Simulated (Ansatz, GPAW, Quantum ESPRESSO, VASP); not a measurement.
**Code comparison for YTi₂Ga₄ (I4/mmm, 7 atoms in the cell)**

Self-consistent single point, at a second geometry (lattice scaled by 0.98). First geometry:

```yaml
crystal:
  lattice:
    - [-3.39292, 3.39292, 2.74046]
    - [3.39292, -3.39292, 2.74046]
    - [3.39292, 3.39292, -2.74046]
  atoms:
    - { symbol: Y, position: [0.00000, 0.00000, 0.00000] }
    - { symbol: Ti, position: [0.75000, 0.25000, 0.50000] }
    - { symbol: Ti, position: [0.25000, 0.75000, 0.50000] }
    - { symbol: Ga, position: [0.30349, 0.69651, 0.00000] }
    - { symbol: Ga, position: [0.69651, 0.30349, 0.00000] }
    - { symbol: Ga, position: [0.69651, 0.69651, 0.39302] }
    - { symbol: Ga, position: [0.30349, 0.30349, 0.60698] }
```

Shared settings, as Ansatz (a first-principles code) writes them: kpoints.mp_grid.grid = 5 5 5; scf.occupations.method = gaussian; scf.occupations.width = 0.136 eV. Potentials and cutoffs stand in the table.

| code | model | ΔF from the first geometry (meV/atom) | pressure (GPa) | largest force (eV/Å) | cutoff |
|---|---|---|---|---|---|
| GPAW | PBEsol, GPAW PAW datasets PBEsol (made by gpaw-setup) | -8.6 | 1.88 | 0.069 | 850 eV |
| VASP | PBEsol, VASP's PBE PAW potentials (set 64) | -12.1 | 1.03 | 0.008 | 300 eV |
| Ansatz | PBEsol, PAW files made with PBE | -13.2 | 1.12 | 0.007 | default |
| Quantum ESPRESSO | PBEsol, PseudoDojo standard norm-conserving (PBESOL) pseudopotentials | -12.3 | 1.29 | 0.002 | 85 Ry |

On Ansatz's run: spin polarisation is off.

The spread over the programs that give each value: ΔF from the first geometry within 4.6 meV/atom; pressure within 0.85 GPa; largest force within 0.067 eV/Å.

Ansatz's pressure is given at a fixed set of plane waves, as the other plane-wave codes print theirs; with its correction for the finite basis it is 1.15 GPa.

VASP's run is marked for a possible Pulay error in its stress at this cutoff; no cutoff test was made.

The starting cell comes from a database of computed structures (which also holds hypothetical and non-ambient phases and stackings), without a prior relaxation at this level. Its lattice was rescaled by a random factor within 2.5 % of one. For this run, on top of that: lattice scaled by 0.98.

Left out of this page: CP2K, Elk, FLEUR and SIESTA (not drawn, or without a comparable value).

Keys are those of Ansatz 0.2.
